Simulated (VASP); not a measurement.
# NbSi2: structure and properties in VASP, part 2 of 4

Aim: relax NbSi2, then compute properties on the relaxed cell. The start is a cell from a database of measured crystal structures.

VASP 6.6.1; PBE with D3(BJ); plane waves and PAW (Nb_sv, Si).

Still holding for the runs below: This run has no spin polarisation. Its electron count is odd, so without a moment it is a metal by construction. The k-mesh is coarse for a metal.

So far. Step 2 (Full relaxation (PBE + D3(BJ))): It ends with a largest force of 0.001 eV/Å and a pressure of -0.04 GPa. The volume lies -3.6 % from that of the database's start, which holds the thermal and zero-point expansion of its experiment. The relaxed cell has a = 4.752, c = 6.533 Å (conventional setting).

**3. Second relaxation**

A relaxation keeps the plane waves of the cell it began with, so it is repeated from the new cell, on a basis made for it.

Contents of INCAR:

```
SYSTEM = NbSi2
PREC = Accurate
ENCUT = 400
EDIFF = 1E-06
NELM = 100
ISMEAR = -1
SIGMA = 0.05
LREAL = .FALSE.
ALGO = Normal
GGA = PE
IVDW = 12
NBANDS = 40
LORBIT = 11
LWAVE = .FALSE.
LCHARG = .FALSE.
KPAR = 4
IBRION = 2
NSW = 60
ISIF = 3
EDIFFG = -0.01
```

Contents of POSCAR:

```
NbSi2
1.0
    4.7517321460      0.0000000000      0.0000000000
   -2.3758660730      4.1151207503      0.0000000000
    0.0000000000      0.0000000000      6.5331610463
Nb Si
3 6
Direct
    0.0000000000      0.5000000000      0.1666666667
    0.5000000000      0.5000000000      0.8333333333
    0.5000000000      0.0000000000      0.5000000000
    0.3182866522      0.1591433261      0.1666666667
    0.1591433261      0.8408566739      0.8333333333
    0.8408566739      0.6817133478      0.5000000000
    0.6817133478      0.8408566739      0.1666666667
    0.8408566739      0.1591433261      0.8333333333
    0.1591433261      0.3182866522      0.5000000000
```

Contents of KPOINTS:

```
Automatic mesh
0
Gamma
5 5 3
0 0 0
```

Potentials, in the order of the species: Nb_sv and Si (PBE family, release 64).

Started as:

```sh
$ mpirun -np 4 vasp_std
```

What it wrote:

```text
[... set-up lines as in an earlier step ...]
 entering main loop
       N       E                     dE             d eps       ncg     rms          rms(c)
DAV:   1     0.451966337428E+03    0.45197E+03   -0.27554E+04   800   0.124E+03
DAV:   2    -0.299407908716E+02   -0.48191E+03   -0.46575E+03   984   0.446E+02
DAV:   3    -0.677162808865E+02   -0.37775E+02   -0.37076E+02  1384   0.916E+01
DAV:   4    -0.703770958663E+02   -0.26608E+01   -0.26457E+01  1280   0.218E+01
DAV:   5    -0.704813980162E+02   -0.10430E+00   -0.10411E+00  1264   0.486E+00    0.179E+01
DAV:   6    -0.682029421278E+02    0.22785E+01   -0.12548E+01  1176   0.180E+01    0.658E+00
DAV:   7    -0.681108765552E+02    0.92066E-01   -0.12364E+00  1200   0.441E+00    0.385E+00
DAV:   8    -0.680843015955E+02    0.26575E-01   -0.14231E-01  1240   0.212E+00    0.729E-01
DAV:   9    -0.680845521133E+02   -0.25052E-03   -0.23143E-02  1328   0.714E-01    0.479E-01
DAV:  10    -0.680846212560E+02   -0.69143E-04   -0.39314E-03  1064   0.446E-01    0.673E-02
DAV:  11    -0.680845686695E+02    0.52586E-04   -0.39632E-04  1272   0.103E-01    0.265E-02
DAV:  12    -0.680845659060E+02    0.27634E-05   -0.35652E-05  1184   0.448E-02    0.713E-03
DAV:  13    -0.680845645188E+02    0.13872E-05   -0.29928E-06   832   0.912E-03    0.300E-03
DAV:  14    -0.680845642136E+02    0.30521E-06   -0.48586E-07   640   0.464E-03
   1 F= -.73359905E+02 E0= -.73344050E+02  d E =-.733599E+02
 curvature:   0.00 expect dE= 0.000E+00 dE for cont linesearch  0.000E+00
 trial: gam= 0.00000 g(F)=  0.481E-06 g(S)=  0.533E-04 ort = 0.000E+00 (trialstep = 0.100E+01)
 search vector abs. value=  0.538E-04
 reached required accuracy - stopping structural energy minimisation
```

Run time: 10 s. Hardware: 4 MPI ranks of Intel Xeon Platinum 8488C (Sapphire Rapids), shared host; peak memory 0.87 GiB; 34 s of CPU time.

Parts of OUTCAR (step 3):

```text
  LATTYP: Found a hexagonal cell.
 ALAT       =     4.7517321460
 C/A-ratio  =     1.3749009510

 Found     10 irreducible k-points:

   ENCUT  =  400.0 eV  29.40 Ry    5.42 a.u.   7.75  7.75 10.65*2*pi/ulx,y,z

   NELECT =      63.0000    total number of electrons

 E-fermi :  11.7927

 k-point     1 :       0.0000    0.0000    0.0000
  band No.  band energies     occupation
    ...
     28       9.5682      2.00000
     29       9.6536      2.00000
     30       9.8255      2.00000
     31       9.8255      2.00000
     32      10.7932      2.00000
     33      12.6012      0.00000
     34      15.1199      0.00000
     35      15.2725      0.00000
     36      15.2823      0.00000
     37      15.2851      0.00000
    ...

 k-point     2 :       0.2000    0.0000    0.0000
  band No.  band energies     occupation
    ...
     28       9.7761      2.00000
     29       9.9627      2.00000
     30       9.9936      2.00000
     31      10.3001      2.00000
     32      10.5332      2.00000
     33      12.3438      0.00003
     34      13.9084      0.00000
     35      14.1556      0.00000
     36      14.6422      0.00000
     37      14.7820      0.00000
    ...

 Edisp (eV)   -5.27534

  Total      -0.06801    -0.06801    -0.02620    -0.00000     0.00000     0.00000
  in kB      -0.85300    -0.85300    -0.32861    -0.00000     0.00000     0.00000
  external pressure =       -0.68 kB  Pullay stress =        0.00 kB

  energy-cutoff  :      400.00
  volume of cell :      127.75
      direct lattice vectors                 reciprocal lattice vectors
     4.751732146  0.000000000  0.000000000     0.210449573  0.121503117  0.000000000
    -2.375866073  4.115120750  0.000000000     0.000000000  0.243006235  0.000000000
     0.000000000  0.000000000  6.533161046     0.000000000  0.000000000  0.153065261

 POSITION                                       TOTAL-FORCE (eV/Angst)
 -----------------------------------------------------------------------------------
     -1.18793      2.05756      1.08886         0.000000     -0.000000     -0.000000
      1.18793      2.05756      5.44430         0.000000     -0.000000      0.000000
      2.37587      0.00000      3.26658         0.000000     -0.000000      0.000000
      1.13431      0.65489      1.08886         0.001116      0.000644      0.000000
     -1.24156      3.46023      5.44430         0.001116     -0.000644      0.000000
      2.37587      2.80533      3.26658         0.000000     -0.001289      0.000000
      1.24156      3.46023      1.08886        -0.001116     -0.000644      0.000000
      3.61742      0.65489      5.44430        -0.001116      0.000644      0.000000
      0.00000      1.30979      3.26658         0.000000      0.001289      0.000000
 -----------------------------------------------------------------------------------
    total drift:                                0.000000     -0.000000     -0.000001

  FREE ENERGIE OF THE ION-ELECTRON SYSTEM (eV)
  ---------------------------------------------------
  free  energy   TOTEN  =       -73.3599052483 eV

  energy  without entropy=      -73.3281940515  energy(sigma->0) =      -73.34404965

 total charge
# of ion       s       p       d       tot
------------------------------------------
    1        2.157   6.039   2.626  10.823
    2        2.157   6.039   2.626  10.823
    3        2.157   6.039   2.626  10.823
    4        0.758   0.886   0.000   1.644
    5        0.758   0.886   0.000   1.644
    6        0.758   0.886   0.000   1.644
    7        0.758   0.886   0.000   1.644
    8        0.758   0.886   0.000   1.644
    9        0.758   0.886   0.000   1.644
--------------------------------------------------
tot         11.018  23.435   7.879  42.332

[... 6 parts as in an earlier step ...]

[... 6 further parts left out ...]
```

CONTCAR:

```
NbSi2
   1.00000000000000
     4.7517321460000002    0.0000000000000000    0.0000000000000000
    -2.3758660730000001    4.1151207503000000    0.0000000000000000
     0.0000000000000000    0.0000000000000000    6.5331610463000001
  Nb              Si
     3     6
Direct
     0.0000000000000000    0.5000000000000000    0.1666666667000030
     0.5000000000000000    0.5000000000000000    0.8333333332999970
     0.5000000000000000    0.0000000000000000    0.5000000000000000
     0.3182866522000012    0.1591433261000006    0.1666666667000030
     0.1591433261000006    0.8408566738999994    0.8333333332999970
     0.8408566738999994    0.6817133477999988    0.5000000000000000
     0.6817133477999988    0.8408566738999994    0.1666666667000030
     0.8408566738999994    0.1591433261000006    0.8333333332999970
     0.1591433261000006    0.3182866522000012    0.5000000000000000
```

Little changed from the start: no atom moved by 0.005 Å and no cell edge by 0.1 %.

Numbers from this step:

| Property | Result |
| --- | --- |
| free energy (TOTEN) | -73.3599 eV |
| energy at zero smearing | -73.3440 eV |
| pressure | -0.06782 GPa |
| SCF cycles over all ionic steps | 14 |

It ends with a largest force of 0.001 eV/Å and a pressure of -0.07 GPa. The volume moved by under 0.01 %: the run met its threshold at the first step.

**4. Density, ELF and potential (PBE + D3(BJ))**

The relaxed cell gets a fresh self-consistent run, on a basis set for its own volume, to fix the density and to check the remaining stress.

INCAR, as its differences from that of step 3:

```diff
@@ -14,7 +14,5 @@
 LWAVE = .FALSE.
-LCHARG = .FALSE.
-KPAR = 4
-IBRION = 2
-NSW = 60
-ISIF = 3
-EDIFFG = -0.01
+LCHARG = .TRUE.
+ISIF = 2
+LELF = .TRUE.
+LVHAR = .TRUE.
```

POSCAR is that of step 3.

KPOINTS is that of step 3.

Started as:

```sh
$ mpirun -np 4 vasp_std
```

What it wrote:

```text
[banner, memory and clock lines left out]
running    4 mpi-ranks, on    1 nodes
 distrk:  each k-point on    4 cores,    1 groups
 distr:  one band on    1 cores,    4 groups

 POSCAR found type information on POSCAR NbSi
 POSCAR found :  2 types and       9 ions
 LDA part: xc-table for (Slater+PW92), standard interpolation
 POSCAR, INCAR and KPOINTS ok, starting setup
 FFT: planning ... GRIDC
 FFT: planning ... GRID_SOFT
 FFT: planning ... GRID
 WAVECAR not read
 entering main loop
       N       E                     dE             d eps       ncg     rms          rms(c)
DAV:   1     0.451966337430E+03    0.45197E+03   -0.27554E+04   800   0.124E+03
DAV:   2    -0.299407908720E+02   -0.48191E+03   -0.46575E+03   984   0.446E+02
DAV:   3    -0.677162808866E+02   -0.37775E+02   -0.37076E+02  1384   0.916E+01
DAV:   4    -0.703770958682E+02   -0.26608E+01   -0.26457E+01  1280   0.218E+01
DAV:   5    -0.704813980157E+02   -0.10430E+00   -0.10411E+00  1264   0.486E+00    0.179E+01
DAV:   6    -0.682029421280E+02    0.22785E+01   -0.12548E+01  1176   0.180E+01    0.658E+00
[... 1 cycle as in an earlier step ...]
DAV:   8    -0.680843015960E+02    0.26575E-01   -0.14231E-01  1240   0.212E+00    0.729E-01
DAV:   9    -0.680845521130E+02   -0.25052E-03   -0.23143E-02  1328   0.714E-01    0.479E-01
DAV:  10    -0.680846212551E+02   -0.69142E-04   -0.39314E-03  1064   0.446E-01    0.673E-02
DAV:  11    -0.680845686704E+02    0.52585E-04   -0.39632E-04  1272   0.103E-01    0.265E-02
DAV:  12    -0.680845659052E+02    0.27652E-05   -0.35652E-05  1184   0.448E-02    0.713E-03
DAV:  13    -0.680845645191E+02    0.13861E-05   -0.29928E-06   832   0.912E-03    0.300E-03
DAV:  14    -0.680845642133E+02    0.30576E-06   -0.48586E-07   640   0.464E-03
   1 F= -.73359905E+02 E0= -.73344050E+02  d E =-.317112E-01
```

Elapsed: 9 s, on 4 MPI ranks; peak memory 0.6 GiB; 30 s of CPU time.

OUTCAR, selected parts (step 4):

```text
 Found     10 irreducible k-points:

   NELECT =      63.0000    total number of electrons

 E-fermi :  11.7927

 Edisp (eV)   -5.27534

  Total      -0.06801    -0.06801    -0.02620     0.00000     0.00000     0.00000
  in kB      -0.85300    -0.85300    -0.32861     0.00000     0.00000     0.00000
  external pressure =       -0.68 kB  Pullay stress =        0.00 kB

 POSITION                                       TOTAL-FORCE (eV/Angst)
 -----------------------------------------------------------------------------------
     -1.18793      2.05756      1.08886         0.000000      0.000000      0.000000
      1.18793      2.05756      5.44430         0.000000      0.000000      0.000000
      2.37587      0.00000      3.26658         0.000000      0.000000     -0.000000
      1.13431      0.65489      1.08886         0.001116      0.000644     -0.000000
     -1.24156      3.46023      5.44430         0.001116     -0.000644     -0.000000
      2.37587      2.80533      3.26658         0.000000     -0.001289     -0.000000
      1.24156      3.46023      1.08886        -0.001116     -0.000644     -0.000000
      3.61742      0.65489      5.44430        -0.001116      0.000644     -0.000000
      0.00000      1.30979      3.26658        -0.000000      0.001289     -0.000000
 -----------------------------------------------------------------------------------
    total drift:                                0.000000     -0.000000     -0.000001

  FREE ENERGIE OF THE ION-ELECTRON SYSTEM (eV)
  ---------------------------------------------------
  free  energy   TOTEN  =       -73.3599052479 eV

  energy  without entropy=      -73.3281940512  energy(sigma->0) =      -73.34404965

[... 17 parts as in an earlier step ...]
```

This step gave:

```
SCF cycles : 14
```

Valence electrons inside each PAW sphere by angular momentum. Sphere charges, by row:

| atom | s (e) | p (e) | d (e) | tot (e) |
| --- | --- | --- | --- | --- |
| Nb1 | 2.157 | 6.039 | 2.626 | 10.82 |
| Nb2 | 2.157 | 6.039 | 2.626 | 10.82 |
| Nb3 | 2.157 | 6.039 | 2.626 | 10.82 |
| Si4 | 0.758 | 0.886 | 0 | 1.644 |
| Si5 | 0.758 | 0.886 | 0 | 1.644 |
| Si6 | 0.758 | 0.886 | 0 | 1.644 |
| Si7 | 0.758 | 0.886 | 0 | 1.644 |
| Si8 | 0.758 | 0.886 | 0 | 1.644 |
| Si9 | 0.758 | 0.886 | 0 | 1.644 |

Valence density in the ab plane at fractional z = 0.167, with atoms of Nb and Si within 0.2 Å of it. It is the smooth field of the valence electrons, not physical close to the nuclei.

Values in e/Å³, 13 rows by 14 columns, each cell a mean:
```
0.3 0.4 0.4 0.4 0.4 0.3 0.3 0.3 0.4 0.3 0.2 0.3 0.4 0.4
0.3 0.3 0.3 0.3 0.3 0.2 0.3 0.4 0.3 0.0 0.0 0.3 0.4 0.3
0.3 0.4 0.4 0.3 0.3 0.3 0.3 0.4 0.2 0.0 0.2 0.4 0.4 0.3
0.9 1.2 1.0 0.5 0.3 0.3 0.4 0.4 0.3 0.3 0.4 0.4 0.4 0.4
3.2 3.4 2.2 0.8 0.3 0.3 0.3 0.4 0.4 0.4 0.3 0.3 0.6 1.6
6.1 5.2 2.7 0.7 0.3 0.3 0.3 0.3 0.3 0.3 0.3 0.5 1.8 4.3
6.5 4.4 1.6 0.4 0.3 0.3 0.3 0.3 0.3 0.2 0.3 1.1 3.5 6.1
4.0 1.9 0.6 0.3 0.3 0.3 0.3 0.3 0.3 0.3 0.4 1.4 3.5 4.9
1.2 0.6 0.4 0.4 0.4 0.4 0.4 0.4 0.3 0.3 0.4 1.0 1.8 2.0
0.4 0.3 0.4 0.4 0.2 0.2 0.3 0.4 0.3 0.3 0.3 0.5 0.6 0.5
0.3 0.3 0.4 0.3 0.0 0.0 0.3 0.4 0.3 0.2 0.3 0.3 0.3 0.3
0.3 0.4 0.4 0.2 0.1 0.2 0.4 0.3 0.3 0.3 0.3 0.4 0.4 0.3
0.3 0.4 0.4 0.4 0.4 0.4 0.3 0.3 0.3 0.4 0.4 0.4 0.4 0.4
```
Columns run along a (4.8 Å), rows up along b (4.8 Å). Atoms in or near the plane, at fractional coordinates: Nb at (0.00, 0.50), Si at (0.32, 0.16), Si at (0.68, 0.84).

Electrostatic potential energy in the ab plane at fractional z = 0.167, with atoms of Nb and Si within 0.2 Å of it. With pseudopotentials it is smooth inside the atoms' cores, unlike the true potential.

Ten even steps from '_' (-91 eV) to '@' (0 eV), each cell a mean:
```
@@@@@@%%@@@@@@@@##--..--##@@
@@@@@@@@@@@@@@%%--____--%%@@
@@@@@@@@@@@@@@**..__..**@@@@
##**##%%@@@@@@**====##@@@@@@
----==##@@@@@@%%%%%%@@@@%%**
..::==##@@@@@@@@@@@@@@%%++::
..::++@@@@@@@@@@@@@@@@##--..
--++%%@@@@@@@@@@@@@@@@**--::
**%%@@@@##****%%@@@@@@##++++
@@@@@@**::..--%%@@@@@@%%%%%%
@@@@##::____==%%@@@@@@@@@@@@
@@@@**..__::##@@@@@@@@@@@@@@
@@@@**==++##@@@@@@%%####%%@@
```
Columns run along a (4.8 Å; values clipped at the 3rd and 97th percentile), rows up along b (4.8 Å). Atoms in or near the plane, at fractional coordinates: Nb at (0.00, 0.50), Si at (0.32, 0.16), Si at (0.68, 0.84).

ELF in the ab plane at fractional z = 0.167, with atoms of Nb and Si within 0.2 Å of it. It is the smooth field of the valence electrons, not physical close to the nuclei.

Values, 13 rows by 14 columns, each cell a mean:
```
0.63 0.68 0.73 0.73 0.67 0.55 0.47 0.55 0.55 0.42 0.34 0.44 0.62 0.66
0.53 0.53 0.54 0.51 0.45 0.44 0.56 0.62 0.39 0.14 0.13 0.43 0.67 0.64
0.28 0.26 0.25 0.22 0.27 0.46 0.68 0.64 0.32 0.16 0.36 0.66 0.67 0.46
0.35 0.45 0.41 0.24 0.23 0.51 0.72 0.64 0.44 0.45 0.66 0.67 0.44 0.26
0.66 0.69 0.64 0.35 0.23 0.49 0.66 0.62 0.58 0.63 0.62 0.39 0.30 0.51
0.66 0.70 0.67 0.32 0.23 0.42 0.51 0.52 0.52 0.50 0.33 0.25 0.54 0.69
0.65 0.69 0.54 0.21 0.32 0.45 0.47 0.47 0.46 0.36 0.19 0.43 0.69 0.67
0.68 0.55 0.29 0.35 0.56 0.59 0.57 0.60 0.56 0.36 0.21 0.53 0.70 0.70
0.44 0.28 0.41 0.66 0.66 0.53 0.55 0.70 0.65 0.38 0.20 0.42 0.59 0.59
0.25 0.44 0.67 0.67 0.39 0.26 0.47 0.72 0.64 0.37 0.19 0.23 0.28 0.26
0.48 0.65 0.67 0.39 0.12 0.17 0.48 0.67 0.55 0.39 0.34 0.37 0.38 0.39
0.62 0.67 0.55 0.27 0.19 0.34 0.56 0.56 0.48 0.52 0.63 0.69 0.67 0.62
0.64 0.67 0.63 0.57 0.56 0.59 0.55 0.47 0.54 0.64 0.69 0.70 0.70 0.66
```
Columns run along a (4.8 Å), rows up along b (4.8 Å). Atoms in or near the plane, at fractional coordinates: Nb at (0.00, 0.50), Si at (0.32, 0.16), Si at (0.68, 0.84).

In this run the pressure is -0.07 GPa, small enough to go on.

[end of part 2 of 4]

[Lines on the potential files, build, host, timing and source positions are cut from VASP's logs without a mark.]

[Logs are printed without paths, hosts, clocks, repeated set-up lines and the standing remarks that a program may print on its own settings, such as how far it seeks lower states.]

[Hosts, paths, dates, database ids (printed as entryN), source tags and the programs' standing remarks are cut or masked in the printed files.]

[A measured line is paired with the nearest computed mode of its activity, which favours agreement.]
